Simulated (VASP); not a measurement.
Here is the system:

```
Ga4P3Sb
1.0
    5.68165     0.00000     0.00000
    0.00000     5.68165     0.00000
    0.00000     0.00000     5.68165
Ga Sb P
4 1 3
Direct
  0.98757   0.98757   0.98757
  0.51243   0.51243   0.98757
  0.51243   0.98757   0.51243
  0.98757   0.51243   0.51243
  0.25000   0.25000   0.25000
  0.75000   0.75000   0.25000
  0.75000   0.25000   0.75000
  0.25000   0.75000   0.75000
```

All values below come from PBE GGA, VASP's PBE PAW potentials (set 64) (plane waves; VASP). Numerical set-up: 400 eV cut-off, Gaussian smearing of 0.050 eV, potentials Ga_d Sb P.

Unless said otherwise, spin-orbit coupling is left out, though it shifts the bands of the heavy elements here.

### Question
Give the energies of bands 29 to 42 at the high-symmetry points, in eV from the valence-band maximum.

### Answer

```csv
band,Γ,X,M,R
29,-2.79,-3.52,-3.56,-1.74
30,-2.79,-3.52,-3.29,-1.74
31,-2.59,-3.31,-3.29,-1.42
32,-2.59,-3.07,-3.04,-1.42
33,-2.59,-2.04,-1.81,-1.42
34,0.00,-2.04,-1.45,-0.58
35,0.00,-1.31,-0.87,-0.58
36,0.00,-1.31,-0.87,-0.58
37,0.34,1.61,2.28,0.84
38,1.45,1.98,2.28,0.84
39,1.45,2.76,2.96,0.84
40,1.45,3.54,2.97,1.80
41,1.68,4.16,4.67,4.15
42,1.68,4.16,4.96,4.16
```

The gap is direct, 0.34 eV, from the valence maximum at Γ to the conduction minimum at Γ.

The structure was generated: Ga4P3Sb was put into an ordered model structure (P-43m), which need not be its known phase. It was relaxed first.
